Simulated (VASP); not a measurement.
Runs of VASP 6.6.1 on HfIn4SiO6. The typed cell holds 12 atoms: a = 5.699 Å, b = 6.149 Å, c = 7.308 Å, α = 98.49°, β = 111.85°, γ = 96.55°. The cell was built by a generator and needn't be a form met in nature.

| task | level | smearing | further INCAR settings | k mesh for the DOS | occupations for the DOS | gap on the mesh (eV) | pressure (GPa) | largest force (eV/Å) |
| --- | --- | --- | --- | --- | --- | --- | --- | --- |
| atomic charges | PBE | fermi-dirac 0.05 eV | ALGO = Fast; EDIFF = 1e-06 | - | - | 0.88 | -0.2 | 0.17 |
| electric field gradients | PBE | fermi-dirac 0.05 eV | ALGO = Fast; EDIFF = 1e-08 | - | - | 0.88 | -0.2 | 0.17 |
| electron localisation function | PBE | fermi-dirac 0.05 eV | ALGO = Fast; EDIFF = 1e-06 | - | - | 0.88 | -0.2 | 0.17 |
| atomic charges | PBE+TS | fermi-dirac 0.05 eV | ALGO = Fast; EDIFF = 1e-06 | - | - | 0.88 | -1.5 | (a) |
| optical spectrum | PBE | fermi-dirac 0.05 eV | ALGO = Fast; EDIFF = 1e-06; NBANDS = 83 | - | - | 0.88 | -0.2 | 0.17 |
| dielectric tensor | PBE | gaussian 0.02 eV | ALGO = Fast; EDIFF = 1e-08 | - | - | 0.88 | - | - |
| band structure | PBE | fermi-dirac 0.05 eV | ALGO = Fast; EDIFF = 1e-06; NBANDS = 63 | - | - | 0.88 | -0.2 | 0.17 |

Alike in all rows: potentials or basis VASP PAW PBE potentials, release 64 (Hf_pv, In_d, Si, O); no spin polarisation; cell as given; k mesh 5 × 5 × 4; cutoff (eV) 520.

Task: Fill in the values left out.

Result: (a) 0.19.

Caveats: spin-orbit coupling is left out, which moves the levels of the heavy elements; an odd mesh through Γ misses points on the zone boundary, where band edges often lie (some runs); spectra need much finer meshes, so this one isn't converged (some runs); independent-particle spectra lack excitons (some runs).

A k mesh can miss the band edges, and the runs leave out spin-orbit coupling on Hf, In.
